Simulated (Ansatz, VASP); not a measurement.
**Sb: VASP beside Ansatz**

Wanted: the spread between two codes on one cell, functional and k mesh.

Calculated with Ansatz 0.2.0; plane waves, with VASP 6.6.1 beside it; relaxation of cell and atoms at LDA.

The database entry behind the starting cell differs from later determinations by our own check (c about 1.5 % short, from a theory paper), so it need not match the best structure at ambient conditions.

### Step 1. Starting point

The structure is trigonal, space group R-3m (No. 166). Conventional cell: a = 4.337 Å, b = 4.337 Å, c = 11.105 Å, α = 90.00°, β = 90.00°, γ = 120.00°. Nearest to Sb lie 3 Sb at 2.80 Å.

### Step 2. Ansatz: relaxation of cell and atoms, LDA

Ansatz runs on its default PAW (the set named soft_2) files.

The relaxed volume is the usual yardstick between codes: its relative difference is about their pressure difference at one cell divided by the bulk modulus.

input.yaml

```yaml
crystal:
  lattice:
    - [2.168265, 1.2518483814, 3.70157]
    - [-2.168265, 1.2518483814, 3.70157]
    - [0.0, -2.5036967628, 3.70157]
  atoms:
    - { symbol: Sb, position: [0.22312, 0.22312, 0.22312] }
    - { symbol: Sb, position: [0.77688, 0.77688, 0.77688] }
hamiltonian:
  xc: lda
  pseudopotentials: { kind: paw }
kpoints:
  mp_grid: { grid: [6, 6, 6] }
scf:
  occupations: { method: fermi_dirac, width: 0.05 }
relax:
  f_tol: 0.01
  max_steps: 60
  cell: { stress_tol: 0.05 }
output:
  forces: true
  stress: true
```

The run is started by

```console
$ ansatz run input.yaml --threads 4 --pin off --max-ram 9216MiB --backend cpu --events-out ev --progress --plain --runs-dir out
```

Numbers of over 12 decimals in the logs are rounded to 6 here.

The program printed:

```text
Engine: ansatz 0.2.0, x86_64-unknown-linux-gnu
Pseudopotentials: kind: paw
Pseudopotential: Sb, paw, valence charge 15, recommended cutoff 420 eV (normal), Sb.paw.azcp
Functional definition: SPW92
  exchange = slater_x
  correlation = pw_c
Crystal: 2 atoms, lattice volume = 60.284 Å³
Basis set: ecut = 420 eV, 1183 PW (Γ)
Bands: 19, of which v1, the nominal top of the filled ones, is band 15 counted from 1 (14 counted from 0)
Symmetry: 12 space group operations
Space group: R-3m (ITA 166), of the structure as read, at distance tolerance 3.9e-5 Å
k-points: 32 of 216
Non-local potential: Sb, projectors of the file, l = 0: 2, l = 1: 2, l = 2: 2, l = 3: 2
PAW form: soft (Blöchl's): semilocal exchange-correlation on the pseudo side does not see the compensation charge
PAW frozen core: Sb, regenerated for the run's functional, and the local potential with it (the file was generated under x = pbe(κ = 0.804, μ = 0.219515), c = pbe(β = 0.066725))
PAW one-centre angular grid: Sb, 590 points (default); XC on 64 Gauss nodes
Initial density: superposition of atomic densities (neutral atoms: chi_scale 0, normalization atom), corrected by the library's trained network
Initial wavefunctions: pseudopotential atomic-orbital guess
Functional: x = slater, c = lda
SCF iter   1: F=—  HF=-12671.511740 eV  |F-HF|=—  |Δ(HF+E_count)|=         —  Δρ=6.88e-3  dr2=1.08e-2  ethr=1.77e-3  ⟨swp⟩=6.6  Hψ=3355  notcnv=0
preconditioner: auto → none  [insulator: Δε(μ)=0.471 eV  Ē_g=8.872 eV  σ=0.050 eV  W_gap=0.61  n_scr=14 (ndim 8)  ℏωp=15.1 eV  f_vac=0.000  D(μ)=0.36/eV (n_scr^D=0)  ε∞_Penn≈3.9]
SCF iter   2: F=—  HF=-12671.507509 eV  |F-HF|=—  |Δ(HF+E_count)|=   4.23e-3  Δρ=2.64e-3  dr2=1.61e-3  ethr=3.61e-5  ⟨swp⟩=2.7  Hψ=1323  notcnv=0
SCF iter   3: F=—  HF=-12671.507084 eV  |F-HF|=—  |Δ(HF+E_count)|=   4.25e-4  Δρ=3.90e-4  dr2=7.94e-5  ethr=5.36e-6  ⟨swp⟩=2.2  Hψ=1090  notcnv=0
SCF iter   4: F=—  HF=-12671.507059 eV  |F-HF|=—  |Δ(HF+E_count)|=   2.50e-5  Δρ=1.04e-4  dr2=4.43e-6  ethr=2.65e-7  ⟨swp⟩=2.0  Hψ=1089  notcnv=0
SCF iter   5: F=—  HF=-12671.507058 eV  |F-HF|=—  |Δ(HF+E_count)|=   9.70e-7  Δρ=1.61e-5  dr2=1.24e-7  ethr=1.48e-8  ⟨swp⟩=2.2  Hψ=1049  notcnv=0
SCF iter   6: F=-12671.507058 eV  HF=-12671.507058 eV  |F-HF|=1.84e-10  |Δ(HF+E_count)|=   4.07e-9  Δρ=1.61e-6  dr2=9.88e-10  ethr=3.33e-10  ⟨swp⟩=4.3  Hψ=1873  notcnv=0
SCF 1 converged in 6 iterations: F = -12671.507058 eV  dr2 = 9.88e-10
  greatest PAW one-centre occupation: 0.998 electrons in one spin orbital (limit 2), on the Sb atom at site 1 (counted from 0), in its partial waves of l = 2
relax step   1: F+E_penalty+E_count = -12671.50705801 eV  Δ(F+E_penalty+E_count) = +0.000e0 eV  max|allowed force component| = 1.329e0 eV/Å  Δτ_max = 0.0000 Å  P = +2.222 GPa  Ω = 60.284 Å³  (6 SCF iters, dr2 threshold 1.00e-7 eV, accepted)
[... from here on, the SCF cycles and remarks between the steps are left out ...]
relax step   2: F+E_penalty+E_count = -12671.59536200 eV  Δ(F+E_penalty+E_count) = -8.830e-2 eV  max|allowed force component| = 5.856e-1 eV/Å  Δτ_max = 0.1949 Å  P = -2.667 GPa  Ω = 60.069 Å³  energy of the carried Pulay correction = +5.056e-5 eV  (6 SCF iters, dr2 threshold 2.00e-7 eV, accepted)
relax step   3: F+E_penalty+E_count = -12671.65016037 eV  Δ(F+E_penalty+E_count) = -5.480e-2 eV  max|allowed force component| = 2.073e-1 eV/Å  Δτ_max = 0.0495 Å  P = -0.628 GPa  Ω = 58.918 Å³  energy of the carried Pulay correction = +3.244e-4 eV  (6 SCF iters, dr2 threshold 2.00e-7 eV, accepted)
relax step   4: F+E_penalty+E_count = -12671.65450287 eV  Δ(F+E_penalty+E_count) = -4.342e-3 eV  max|allowed force component| = 9.145e-2 eV/Å  Δτ_max = 0.0313 Å  P = +0.362 GPa  Ω = 58.780 Å³  energy of the carried Pulay correction = +3.576e-4 eV  (6 SCF iters, dr2 threshold 2.00e-7 eV, accepted)
relax step   5: F+E_penalty+E_count = -12671.65539588 eV  Δ(F+E_penalty+E_count) = -8.930e-4 eV  max|allowed force component| = 5.363e-3 eV/Å  Δτ_max = 0.0085 Å  P = +0.039 GPa  Ω = 58.877 Å³  energy of the carried Pulay correction = +3.342e-4 eV  (6 SCF iters, dr2 threshold 2.00e-7 eV, accepted)
relax step   6: F+E_penalty+E_count = -12671.65542871 eV  Δ(F+E_penalty+E_count) = -3.283e-5 eV  max|allowed force component| = 2.116e-3 eV/Å  Δτ_max = 0.0010 Å  P = +0.022 GPa  Ω = 58.934 Å³  energy of the carried Pulay correction = +3.206e-4 eV  (6 SCF iters, dr2 threshold 2.65e-8 eV, accepted)
relax step   7: F+E_penalty+E_count = -12671.65542912 eV  Δ(F+E_penalty+E_count) = -4.019e-7 eV  max|allowed force component| = 9.166e-5 eV/Å  Δτ_max = 0.0009 Å  P = -0.000 GPa  Ω = 58.992 Å³  energy of the carried Pulay correction = +3.066e-4 eV  (6 SCF iters, dr2 threshold 6.92e-9 eV, accepted)
relax step   8: F+E_penalty+E_count = -12671.65511559 eV  Δ(F+E_penalty+E_count) = +3.135e-4 eV  max|allowed force component| = 1.518e-4 eV/Å  Δτ_max = 0.0000 Å  P = +0.000 GPa  Ω = 58.992 Å³  stress off target by 1.43e-3 GPa  SCF on the basis re-selected at this cell (its energy is not comparable with the rows above)  (6 SCF iters)
basis re-selected at this cell: Δ(F+E_penalty+E_count) = +3.135e-4 eV, ΔP = +0.000 GPa vs the last step (what re-selecting the basis moved, of the pressure what is left beyond the Pulay correction that the steps carried, after the strain that the cell walked since its last selection, with what the two solves' SCF thresholds leave and, on support functions, any second-order correction that the steps lacked; it is no m [...]
SCF converged after 6 iterations
Free energy (F): -12671.655116 eV
Harris-Foulkes:  -12671.655116 eV  (|F-HF|=9.09e-12)
Internal energy: -12671.652388 eV  (E = F + TS)
E sigma→0 (E₀):  -12671.653752 eV
Entropy (-TS):   -0.002727 eV (-1.364 meV/atom)
Fermi energy:    10.129447 eV
--- Per-component energies (eV) ---
  E_band       = -336.532894
  E_kinetic    = 417.500625
  E_local      = -3166.703844  (includes V_loc(G=0)·N_el)
  E_nonlocal   = 732.670548
  E_hartree    = 1432.795719
  E_xc         = -276.373544
  E_vxc        = -195.461088  (∫ρ·V_xc dr)
  E_paw        = -8852.971792  (= ΣΔE_a)
  E_vpaw       = -990.130606  (= ΣTr[D̂ρ^β])
  E_aug_tail   = -0.000004  (compensation charges beyond the density's cutoff)
  E_ewald      = -2959.687743
  E_core_change = 1.117647  (= ΣΔE_core)
  E_smearing   = -0.002727  (= −TS)
  E_closure    = 0.000000  (closes the sum)
  Σ components = -12671.655116   (vs F -12671.655116, Δ=0.00e0)
--- Forces (eV/Å), atoms counted from 1 ---
  atom   1  Sb     0.00000000     0.00000000     0.00015180
  atom   2  Sb     0.00000000    -0.00000000    -0.00015180
  max |Σ_I F_I| component: 2.78e-17 eV/Å
--- Stress (GPa, compression-positive) ---
       -0.000376       0.000000      -0.000000
        0.000000      -0.000376      -0.000000
       -0.000000      -0.000000       0.001430
  P = ⅓ Tr σ = 0.0002 GPa (0.002 kbar)
--- Relaxed structure (7 steps of the walk, 7 accepted, 1 SCFs on fresh bases) ---
  F+E_penalty+E_count = -12671.65511559 eV   max|allowed force component| = 1.518e-4 eV/Å   (the final SCF, on the basis selected at the relaxed cell)
  cell:  # Å, volume = 58.9923 Å³
    - [2.145618, 1.238773, 3.699135]
    - [-2.145618, 1.238773, 3.699135]
    - [0, -2.477546, 3.699135]
  atoms:
    - { symbol: Sb, position: [0.233998, 0.233998, 0.233998] }
    - { symbol: Sb, position: [0.766002, 0.766002, 0.766002] }
```

Elapsed: 2.2 s, on 4 threads of INTEL XEON PLATINUM 8581C at 2.30GHz (Emerald Rapids), shared host; peak memory 0.42 GiB.

### Step 3. VASP: relaxation of cell and atoms, LDA

The same cell, functional (in two slightly different forms), mesh and smearing now go to VASP, with its own data sets and cutoff.

Lines of VASP's logs that name or quote its potential files are left out, and so is its time.

INCAR

```
SYSTEM = Sb
PREC = Accurate
ENCUT = 520
EDIFF = 1E-06
NELM = 100
ISMEAR = -1
SIGMA = 0.05
LREAL = .FALSE.
ALGO = Normal
GGA = CA
NBANDS = 11
LORBIT = 11
LWAVE = .FALSE.
LCHARG = .FALSE.
KPAR = 2
IBRION = 2
NSW = 60
ISIF = 3
EDIFFG = -0.01
```

POSCAR

```
Sb
1.0
    2.1682650000      1.2518483814      3.7015700000
   -2.1682650000      1.2518483814      3.7015700000
    0.0000000000     -2.5036967628      3.7015700000
Sb
2
Direct
    0.2231200000      0.2231200000      0.2231200000
    0.7768800000      0.7768800000      0.7768800000
```

KPOINTS

```
Automatic mesh
0
Gamma
6 6 6
0 0 0
```

The projector-augmented-wave data sets are Sb (PBE family, release 64).

The run is started by

```console
$ mpirun -np 2 vasp_std
```

The program printed:

```text
[banner, memory and clock lines left out]
running    2 mpi-ranks, on    1 nodes
 distrk:  each k-point on    1 cores,    2 groups
 distr:  one band on    1 cores,    1 groups

 POSCAR found type information on POSCAR Sb
 POSCAR found :  1 types and       2 ions
|                                                                             |
|               ----> ADVICE to this user running VASP <----                  |
|                                                                             |
|     You enforced a specific xc type in the INCAR file but a different       |
|     [... a line on the potential file left out ...]
|     I HOPE YOU KNOW WHAT YOU ARE DOING!                                     |
|                                                                             |

 LDA part: xc-table for (Slater(with rela. corr.)+CA(PZ))
 , standard interpolation
 POSCAR, INCAR and KPOINTS ok, starting setup
 FFT: planning ... GRIDC
 FFT: planning ... GRID_SOFT
 FFT: planning ... GRID
 WAVECAR not read
 entering main loop
       N       E                     dE             d eps       ncg     rms          rms(c)
DAV:   1     0.359080452743E+02    0.35908E+02   -0.35934E+03   704   0.715E+02
DAV:   2    -0.741449792289E+01   -0.43323E+02   -0.41780E+02   900   0.114E+02
DAV:   3    -0.951456822503E+01   -0.21001E+01   -0.20930E+01   872   0.286E+01
DAV:   4    -0.953307380663E+01   -0.18506E-01   -0.18504E-01   776   0.324E+00
DAV:   5    -0.953330233751E+01   -0.22853E-03   -0.22853E-03   857   0.400E-01    0.308E+00
DAV:   6    -0.949918471640E+01    0.34118E-01   -0.14323E-02   758   0.593E-01    0.187E+00
DAV:   7    -0.948326379996E+01    0.15921E-01   -0.26855E-02   764   0.809E-01    0.100E-01
DAV:   8    -0.948315320317E+01    0.11060E-03   -0.16387E-03   791   0.255E-01    0.268E-02
DAV:   9    -0.948315745120E+01   -0.42480E-05   -0.68672E-05   833   0.536E-02    0.131E-02
DAV:  10    -0.948315816100E+01   -0.70980E-06   -0.36344E-06   801   0.120E-02
   1 F= -.94831582E+01 E0= -.94817940E+01  d E =-.948316E+01
[... from here on, the cycles between the ionic steps are left out ...]
   2 F= -.95727677E+01 E0= -.95713920E+01  d E =-.896095E-01
   3 F= -.95857601E+01 E0= -.95844056E+01  d E =-.102602E+00
   4 F= -.96381883E+01 E0= -.96371010E+01  d E =-.524281E-01
   5 F= -.96510877E+01 E0= -.96496846E+01  d E =-.653276E-01
   6 F= -.96513154E+01 E0= -.96498267E+01  d E =-.655553E-01
   7 F= -.96513142E+01 E0= -.96498020E+01  d E =-.655541E-01
   8 F= -.96521290E+01 E0= -.96506402E+01  d E =-.814747E-03
   9 F= -.96526309E+01 E0= -.96512366E+01  d E =-.131668E-02
 curvature:  -1.46 expect dE=-0.129E-02 dE for cont linesearch -0.468E-05
 trial: gam= 0.89759 g(F)=  0.128E-03 g(S)=  0.761E-03 ort = 0.540E-04 (trialstep = 0.752E+00)
 search vector abs. value=  0.172E-02
 bond charge predicted
       N       E                     dE             d eps       ncg     rms          rms(c)
DAV:   1    -0.965308736030E+01   -0.45549E-03   -0.17530E-02   761   0.710E-01    0.653E-02
DAV:   2    -0.965304327256E+01    0.44088E-04   -0.70116E-04   746   0.174E-01    0.426E-02
DAV:   3    -0.965297878905E+01    0.64484E-04   -0.16752E-04   779   0.626E-02    0.973E-03
DAV:   4    -0.965297812051E+01    0.66854E-06   -0.70666E-06   764   0.175E-02
  10 F= -.96529781E+01 E0= -.96516282E+01  d E =-.347235E-03
 trial-energy change:   -0.000347  1 .order   -0.000347   -0.000705    0.000011
 step:   0.7402(harm=  0.7402)  dis= 0.00182  next Energy=    -9.652978 (dE=-0.347E-03)
 reached required accuracy - stopping structural energy minimisation
```

Parts of OUTCAR (step 3):

```text
ion  position               nearest neighbor table
   1  0.223  0.223  0.223-   2 2.80   2 2.80   2 2.80   2 3.50   2 3.50   2 3.50
   2  0.777  0.777  0.777-   1 2.80   1 2.80   1 2.80   1 3.50   1 3.50   1 3.50

  LATTYP: Found a trigonal (rhomboedric) cell.
 ALAT       =     4.4687937908
 COS(alpha) =     0.5291592045

 Subroutine GETGRP returns: Found 12 space group operations
 (whereof 12 operations were pure point group operations)

The static configuration has the point symmetry D_3d.

 Found     32 irreducible k-points:

   k-points           NKPTS =     32   k-points in BZ     NKDIM =     32   number of bands    NBANDS=     11

   dimension x,y,z NGX =    36 NGY =   36 NGZ =   36
   dimension x,y,z NGXF=    72 NGYF=   72 NGZF=   72

   ENCUT  =  520.0 eV  38.22 Ry    6.18 a.u.   8.31  8.31  8.31*2*pi/ulx,y,z

   NELECT =      10.0000    total number of electrons

 k-points in reciprocal lattice and weights: Automatic mesh
   0.00000000  0.00000000  0.00000000       0.005
   0.16666667 -0.00000000  0.00000000       0.028
   0.33333333 -0.00000000 -0.00000000       0.028
   0.50000000 -0.00000000  0.00000000       0.014
   0.16666667  0.16666667  0.00000000       0.028
   0.33333333  0.16666667  0.00000000       0.056
   0.50000000  0.16666667  0.00000000       0.056
  -0.33333333  0.16666667  0.00000000       0.056
  -0.16666667  0.16666667  0.00000000       0.028
[...]
-0.33333333  0.50000000  0.33333333       0.028
   0.50000000  0.50000000  0.50000000       0.005

 average (electrostatic) potential at core
       1 -85.3872       2 -85.3872

 E-fermi :   7.2155

 k-point     1 :       0.0000    0.0000    0.0000
  band No.  band energies     occupation
      1      -5.6482      2.00000
      2       2.4365      2.00000
      3       5.1762      2.00000
      4       5.3508      2.00000
      5       5.3508      2.00000
      6       9.3772      0.00000
      7       9.9493      0.00000
      8       9.9493      0.00000
      9      12.2432      0.00000
     10      12.2432      0.00000
    ...

 k-point     2 :       0.1667   -0.0000    0.0000
  band No.  band energies     occupation
      1      -5.3387      2.00000
      2       1.1953      2.00000
      3       5.2131      2.00000
      4       5.3066      2.00000
      5       5.8659      2.00000
      6       9.0104      0.00000
      7       9.2172      0.00000
      8       9.2300      0.00000
      9      11.7266      0.00000
     10      12.3087      0.00000
    ...

 k-point     3 :       0.3333   -0.0000   -0.0000
  band No.  band energies     occupation
      1      -4.4279      2.00000
      2      -0.9077      2.00000
      3       5.2814      2.00000
      4       5.3250      2.00000
      5       6.3987      2.00000
      6       7.8622      0.00000
      7       7.9966      0.00000
      8       8.0853      0.00000
      9      12.9175      0.00000
     10      13.6996      0.00000
    ...

  Total       -0.0107196     -0.0107196     -0.0086784      0.0000000     -0.0000000      0.0000000
  in kB       -0.2892957     -0.2892957     -0.2342083      0.0000000     -0.0000000      0.0000000
  external PRESSURE =      -0.2709332 kB  Pullay stress =       0.0000000 kB

  energy-cutoff  :      520.00
  volume of cell :       59.37
      direct lattice vectors                 reciprocal lattice vectors
     2.152143677  1.242540731  3.700098793     0.232326496  0.134133765  0.090087685
    -2.152143677  1.242540731  3.700098793    -0.232326496  0.134133765  0.090087685
    -0.000000000 -2.485081462  3.700098793     0.000000000 -0.268267530  0.090087685

 POSITION                                       TOTAL-FORCE (eV/Angst)
 -----------------------------------------------------------------------------------
     -0.00000      0.00000      2.60277        -0.000000     -0.000000      0.007324
     -0.00000      0.00000      8.49753         0.000000      0.000000     -0.007324
 -----------------------------------------------------------------------------------
    total drift:                               -0.000000     -0.000000     -0.000000

  FREE ENERGIE OF THE ION-ELECTRON SYSTEM (eV)
  ---------------------------------------------------
  free  energy   TOTEN  =        -9.6529781205 eV

  energy  without entropy=       -9.6502783496  energy(sigma->0) =       -9.65162824

 reached required accuracy - stopping structural energy minimisation

 total charge
# of ion       s       p       d       tot
------------------------------------------
    1        1.228   1.159   0.036   2.423
    2        1.228   1.159   0.036   2.423
--------------------------------------------------
tot          2.457   2.317   0.072   4.846

[... 3 further parts left out ...]
```

CONTCAR:

```
Sb
   1.00000000000000
     2.1521436766035023    1.2425407309980130    3.7000987934467049
    -2.1521436766035023    1.2425407309980130    3.7000987934467049
    -0.0000000000000000   -2.4850814619960260    3.7000987934467049
  Sb
     2
Direct
     0.2344775788208789    0.2344775788208789    0.2344775788208789
     0.7655224211791211    0.7655224211791211    0.7655224211791211
```

The k-mesh is coarse for a metal.

### Step 4. Differences

Known differences besides the potentials themselves: the two LDA forms differ slightly; both relaxations stop at a tolerance, which leaves soft axes loose, and VASP keeps its plane-wave basis; the data sets hold 30 valence electrons in Ansatz (default PAW (the set named soft_2) files) and 10 in VASP; the cutoff is 420 eV in Ansatz and 520 eV in VASP; Ansatz makes its cores anew for this functional, VASP keeps those of its PBE data sets; VASP's log shows a relativistic correction to its local exchange, Ansatz's none; Ansatz adds a Pulay correction to the stress that steers its cell, VASP none. Total energies have different zeros and are not compared.

The two programs side by side:

```csv
quantity,Ansatz,VASP,difference
volume (Å³),58.99,59.37,-0.63 %
"edge a after relaxation, in the typed setting (Å)",4.452,4.457,-0.11 %
```

The walks stopped with 0.00 GPa left in Ansatz and -0.03 GPa in VASP; each walk ends within a tolerance, so the volume difference is uncertain by about these residues over the bulk modulus, most in soft cells.

### Step 5. What came out

- difference in volume (relaxation of cell and atoms, LDA): -0.63 %

**Reading.** The difference in volume is -0.63 % (relaxation of cell and atoms, LDA), within the 1.2 % picked in this series as the mark of a large difference, as far as the stopping tolerances let one tell. How closely two codes agree says nothing of how well the functional describes the real material.

[Lines on the potential files, build, host, timing and source positions are cut from VASP's logs without a mark.]

[Logs are printed without paths, hosts, clocks, repeated set-up lines and the standing remarks that a program may print on its own settings, such as how far it seeks lower states.]

[Hosts, paths, dates, database ids (printed as entryN), source tags and the programs' standing remarks are cut or masked in the printed files.]
